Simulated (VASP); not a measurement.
## Mg: a series in biaxial strain in the (0001) plane

Wanted: the elastic response of Mg to biaxial strain in the (0001) plane, with a fit that predicts a row left out.

Main program and level: VASP 6.6.1; r2SCAN; plane waves and PAW (Mg), in the first sound run; inputs show where later runs differ.

**1. The structure**

The structure is hexagonal, space group P6_3/mmc (No. 194). The conventional cell has a = 3.210 Å, b = 3.210 Å, c = 5.213 Å, α = 90.00°, β = 90.00°, γ = 120.00°. Nearest to Mg lie 12 Mg at 3.20 to 3.21 Å.

As a file:

```
Mg
1.0
     3.21000    0.00000    0.00000
    -1.60500    2.77994    0.00000
     0.00000    0.00000    5.21304
Mg
2
Direct
  0.00000 0.00000 0.00000
  0.33333 0.66667 0.50000
```

**2. Relax the crystal, r2SCAN**

The series starts from the cell that this level prefers, so that zero strain is near zero stress.

This step took 2 runs in a row; the last is shown.

Level: r2SCAN; plane waves and PAW (Mg).

Input file INCAR:

```
SYSTEM = Mg
PREC = Accurate
ENCUT = 450
EDIFF = 1E-07
NELM = 120
ISMEAR = 1
SIGMA = 0.15
LREAL = .FALSE.
ALGO = Normal
METAGGA = R2SCAN
LASPH = .TRUE.
NBANDS = 8
LORBIT = 11
LWAVE = .FALSE.
LCHARG = .FALSE.
KPAR = 8
IBRION = 2
NSW = 40
ISIF = 3
EDIFFG = -0.005
POTIM = 0.4
```

Input file POSCAR:

```
Mg
1.0
    3.1711919262      0.0000000000      0.0000000000
   -1.5855959631      2.7463327683      0.0000000000
    0.0000000000      0.0000000000      5.1481557338
Mg
2
Direct
    0.0000000000      0.0000000000      0.0000000000
    0.3333333333      0.6666666667      0.5000000000
```

Input file KPOINTS:

```
Automatic mesh
0
Gamma
21 21 11
0 0 0
```

Potentials, in the order of the species: Mg (PBE family, release 64).

Command:

```
> mpirun -np 8 vasp_std
```

The log of the run:

```text
[banner, memory and clock lines left out]
running    8 mpi-ranks, on    1 nodes
[...]
|                                                                             |
|           W    W    AA    RRRRR   N    N  II  N    N   GGGG   !!!           |
|           W    W   A  A   R    R  NN   N  II  NN   N  G    G  !!!           |
|           W    W  A    A  R    R  N N  N  II  N N  N  G       !!!           |
|           W WW W  AAAAAA  RRRRR   N  N N  II  N  N N  G  GGG   !            |
|           WW  WW  A    A  R   R   N   NN  II  N   NN  G    G                |
|           W    W  A    A  R    R  N    N  II  N    N   GGGG   !!!           |
|                                                                             |
|     For optimal performance we recommend to set                             |
|       NCORE = 2 up to number-of-cores-per-socket                            |
|     NCORE specifies how many cores store one orbital (NPAR=cpu/NCORE).      |
|     This setting can greatly improve the performance of VASP for DFT.       |
[...]
|     You enforced a specific xc type in the INCAR file but a different       |
|     [... a line on the potential file left out ...]
|     I HOPE YOU KNOW WHAT YOU ARE DOING!                                     |
|                                                                             |

 LDA part: xc-table for (None), standard interpolation
 POSCAR, INCAR and KPOINTS ok, starting setup
[...]
entering main loop
       N       E                     dE             d eps       ncg     rms          rms(c)
DAV:   1    -0.594608598391E+01   -0.59461E+01   -0.13340E+03  4712   0.316E+02
DAV:   2    -0.831923484440E+01   -0.23731E+01   -0.22809E+01  6160   0.226E+01
DAV:   3    -0.833335672773E+01   -0.14122E-01   -0.14106E-01  6048   0.230E+00
DAV:   4    -0.833340634863E+01   -0.49621E-04   -0.49621E-04  6824   0.114E-01
[...]
DAV:  10    -0.829734310085E+01   -0.88924E-06   -0.18882E-07  6816   0.274E-03    0.625E-04
DAV:  11    -0.829734357806E+01   -0.47721E-06   -0.93315E-09  3440   0.854E-04    0.501E-05
DAV:  12    -0.829734356451E+01    0.13547E-07   -0.11055E-10  2968   0.750E-05
   1 F= -.82973436E+01 E0= -.82974347E+01  d E =-.829734E+01
[...]
reached required accuracy - stopping structural energy minimisation
```

It took 17 s on 8 MPI ranks of Intel Xeon 6975P-C (Granite Rapids), shared host; peak memory 1.7 GiB.

The logs omit lines about the potential files and the build; timing stands in the text.

OUTCAR, selected parts (step 2):

```text
  Total        0.0045090      0.0045090     -0.0074204      0.0000000      0.0000000      0.0000000
  in kB        0.1611265      0.1611265     -0.2651622      0.0000000      0.0000000      0.0000000
  external PRESSURE =       0.0190302 kB  Pullay stress =       0.0000000 kB

 POSITION                                       TOTAL-FORCE (eV/Angst)
 -----------------------------------------------------------------------------------
      0.00000      0.00000      0.00000        -0.000000      0.000000      0.000000
     -0.00000      1.83089      2.57408         0.000000     -0.000000      0.000000
 -----------------------------------------------------------------------------------
    total drift:                               -0.000000      0.000000      0.000000

  FREE ENERGIE OF THE ION-ELECTRON SYSTEM (eV)
  ---------------------------------------------------
  free  energy   TOTEN  =        -8.2973435645 eV

  energy  without entropy=       -8.2976171120  energy(sigma->0) =       -8.29743475

 reached required accuracy - stopping structural energy minimisation

[... 3 further parts left out ...]
[key lines of the parts left out:]
E-fermi :   2.7779
```

Numbers from this step:

- energy(sigma→0) of the program: -8.2974 eV
- stress, compression positive: xx, yy, zz 0.02, 0.02, -0.03 GPa
- volume: 44.836 Å³
- ionic steps: 1

**3. Strain along the normal, r2SCAN**

One member in full: the plane is strained by -1.5 %, and the strain along the normal is moved by secant steps until the normal stress is under 0.012 GPa or five steps are spent; the atoms relax at each step.

This step took 3 runs, each at a new trial strain with the atoms of the one before; the last is shown.

Level: r2SCAN; plane waves and PAW (Mg).

Edit INCAR of step 2 so:

```diff
@@ -15,7 +15,7 @@
 LCHARG = .FALSE.
-KPAR = 8
-IBRION = 2
-NSW = 40
-ISIF = 3
-EDIFFG = -0.005
-POTIM = 0.4
+KPAR = 2
+IBRION = 1
+NSW = 25
+ISIF = 2
+EDIFFG = -0.004
+POTIM = 0.3
```

Input file POSCAR:

```
Mg
1.0
    3.1236240470      0.0000000000      0.0000000000
   -1.5618120240      2.7051377770      0.0000000000
    0.0000000000      0.0000000000      5.1836873250
Mg
2
Direct
    0.0000000000      0.0000000000      0.0000000000
    0.3333333333      0.6666666667      0.5000000000
```

KPOINTS is that of step 2.

Command:

```
> mpirun -np 2 vasp_std
```

The log of the run:

```text
[banner, memory and clock lines left out]
running    2 mpi-ranks, on    1 nodes
[...]
[... a notice as in an earlier step ...]

 LDA part: xc-table for (None), standard interpolation
 POSCAR, INCAR and KPOINTS ok, starting setup
[...]
entering main loop
       N       E                     dE             d eps       ncg     rms          rms(c)
DAV:   1    -0.596814906656E+01   -0.59681E+01   -0.13850E+03  4728   0.322E+02
DAV:   2    -0.831110732746E+01   -0.23430E+01   -0.22802E+01  6144   0.226E+01
DAV:   3    -0.832463960693E+01   -0.13532E-01   -0.13522E-01  6160   0.225E+00
DAV:   4    -0.832468899615E+01   -0.49389E-04   -0.49389E-04  6696   0.110E-01
[...]
DAV:  10    -0.829098693410E+01   -0.12065E-05   -0.16649E-07  6672   0.268E-03    0.623E-04
DAV:  11    -0.829098739588E+01   -0.46178E-06   -0.83855E-09  3616   0.783E-04    0.273E-05
DAV:  12    -0.829098739385E+01    0.20365E-08   -0.10308E-10  2920   0.745E-05
   1 F= -.82909874E+01 E0= -.82910816E+01  d E =-.829099E+01
 BRION: g(F)=  0.735E-46 g(S)=  0.000E+00
 reached required accuracy - stopping structural energy minimisation
```

It took 48 s on 2 MPI ranks; peak memory 0.4 GiB.

From OUTCAR (step 3):

```text
  Total        0.4210846      0.4210846     -0.0003741     -0.0000000     -0.0000000      0.0000000
  in kB       15.4025637     15.4025637     -0.0136847     -0.0000000     -0.0000000      0.0000000
  external PRESSURE =      10.2638142 kB  Pullay stress =       0.0000000 kB

 POSITION                                       TOTAL-FORCE (eV/Angst)
 -----------------------------------------------------------------------------------
      0.00000      0.00000      0.00000        -0.000000      0.000000      0.000000
     -0.00000      1.80343      2.59184         0.000000     -0.000000      0.000000
 -----------------------------------------------------------------------------------
    total drift:                               -0.000000      0.000000      0.000000

  FREE ENERGIE OF THE ION-ELECTRON SYSTEM (eV)
  ---------------------------------------------------
  free  energy   TOTEN  =        -8.2909873938 eV

  energy  without entropy=       -8.2912701554  energy(sigma->0) =       -8.29108165

[... 2 parts as in an earlier step ...]

[... 2 further parts left out ...]
[key lines of the parts left out:]
E-fermi :   2.8783
```

Read from the output:

- energy(sigma→0) of the program: -8.2911 eV
- stress, compression positive: xx, yy, zz 1.54, 1.54, 0.00 GPa
- ionic steps: 1

**4. The whole series**

The other members went through these steps as far as the tables show, with the same cutoff and, step by step, the same mesh; 27 runs are not shown. The session took 0.84 core hours (wall time by ranks) on a shared machine.

```csv
in-plane strain (%),strain along the normal (%),"in-plane stress, tension positive (GPa)","energy above the unstrained row, extrapolated to no smearing (meV/atom)"
-2.000,0.896,-2.121,5.699
-1.500,0.690,-1.540,3.177
-1.000,0.448,-1.007,1.419
-0.500,0.204,-0.503,0.367
0,-0.032,-0.022,0.000
0.500,-0.272,?,?
1.000,-0.510,0.856,1.164
1.500,-0.739,1.264,2.640
2.000,-0.984,1.641,4.708
```

**5. Stress from the known rows**

Fitting a parabola to the 8 known rows (e: strain in %) gives stress = − 0.05434 e² + 0.9375 e − 0.02019 in GPa; the residuals are 0.0053 GPa r.m.s.

For the withheld row, e = 0.5, the fit gives 0.435 GPa.

**6. The withheld row**

The calculation gives 0.430 GPa, so the prediction is 0.005 GPa too high, within twice the residual of the fit.

Slopes at zero strain, from cubics through all rows: strain ratio -0.481, stress over strain 93 GPa. For (0001) the ratio is −2C₁₃/C₃₃.

**7. Summary of results**

* error of the predicted stress: 0.005 GPa
* ratio of normal to in-plane strain: -0.481
* biaxial modulus: 93 GPa

In words: As a check, the curvature of the energy gives 92 GPa for the same modulus (energy per volume = M × strain²), 1 % from the slope of the stress; these energies are extrapolated to no smearing, while the stress belongs to the free energy, so part of the difference may come from that. These are static values: temperature and zero-point motion are left out. In a metal the slopes also depend on mesh and smearing, which were held through the series.

[Lines on the potential files, build, host, timing and source positions are cut from VASP's logs without a mark.]

[Logs are printed without paths, hosts, clocks, repeated set-up lines and the standing remarks that a program may print on its own settings, such as how far it seeks lower states.]

[Hosts, paths, dates, database ids (printed as entryN), source tags and the programs' standing remarks are cut or masked in the printed files.]

[In band tables of VASP the shares of atoms and orbitals are scaled to a sum of 1 inside the atoms' spheres.]
